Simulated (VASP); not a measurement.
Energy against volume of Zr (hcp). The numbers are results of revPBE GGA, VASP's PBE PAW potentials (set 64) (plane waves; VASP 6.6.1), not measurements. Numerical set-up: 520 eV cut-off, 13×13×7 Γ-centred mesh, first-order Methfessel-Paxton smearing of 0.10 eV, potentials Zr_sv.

Shape and ions are relaxed at each volume.

```csv
V (Å³/atom),E (eV/atom)
23.101,-8.17523
23.816,-8.18149
24.530,-8.17560
25.244,-8.15914
```

Task: Fit these four points and predict the energy of the run at 22.387 Å³/atom.

Result: A cubic in V^(−2/3), the third-order Birch-Murnaghan form, passes through the four points with V0 = 23.81 Å³/atom and B0 = 91 GPa, and gives -8.1550 eV/atom there. The run gave -8.1552 eV/atom, -0.1 meV/atom from the fit; all five points give B0 = 90 GPa.

The compound is Zr in the hcp structure. It was relaxed first.
